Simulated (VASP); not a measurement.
Consider the following.

```yaml
crystal:
  lattice:
    - [2.00365, 1.15681, 8.44863]
    - [-2.00365, 1.15681, 8.44863]
    - [0.00000, -2.31362, 8.44863]
  atoms:
    - { symbol: In, position: [0.11083, 0.11083, 0.11083] }
    - { symbol: In, position: [0.00136, 0.00136, 0.00136] }
    - { symbol: Se, position: [0.61752, 0.61752, 0.61752] }
    - { symbol: Se, position: [0.82799, 0.82799, 0.82799] }
```

Method: PBEsol GGA, VASP's PBE PAW potentials (set 64) (plane waves; VASP 6.6.1). Settings: 400 eV cut-off, 7×7×7 Γ-centred mesh, tetrahedra with Blöchl corrections, potentials In_d Se.

The cores are frozen, which limits the accuracy of field gradients. Without a dispersion term in the relaxation, distances and binding between the weakly bound layers, chains or molecules are unreliable, and so is what depends on them.

Give the principal components of the electric field gradient (V/Å²) and the asymmetry η at each nucleus.

| atom | Vxx | Vyy | Vzz | η |
|---|---|---|---|---|
| In1 | 54.7 | 54.6 | -109.3 | 0.00 |
| In2 | 54.5 | 54.5 | -109.0 | 0.00 |
| Se3 | 30.0 | 30.0 | -60.0 | 0.00 |
| Se4 | 31.4 | 31.4 | -62.8 | 0.00 |

The structure comes from a computed database's InSe entry (R3m); how it stands against other phases isn't given here. It was relaxed first.
